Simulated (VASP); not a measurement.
Consider the following.

```xyz
2
Lattice="0.0000 2.7072 2.7072 2.7072 0.0000 2.7072 2.7072 2.7072 0.0000" Properties=species:S:1:pos:R:3 pbc="T T T"
Li     0.0000     0.0000     0.0000
Br     2.7072     2.7072     2.7072
```

Calculation: PBEsol GGA, VASP's PBE PAW potentials (set 64) (plane waves; VASP 6.6.1). Numerical set-up: 520 eV cut-off, 8×8×8 Γ-centred mesh, Gaussian smearing of 0.050 eV, potentials Li_sv Br.

Task: Estimate the energy per atom (σ→0), band gap (on the k-mesh) with the smallest direct gap where there is one.

Result: 
The band gap (on the k-mesh) is 4.99 eV and the smallest direct gap (on the k-mesh) is 4.99 eV. The energy per atom (σ→0) comes out as -3.468 eV/atom.

Only differences to runs with the same potentials and settings are physical.

The compound is LiBr in the rock salt structure. It was relaxed first.
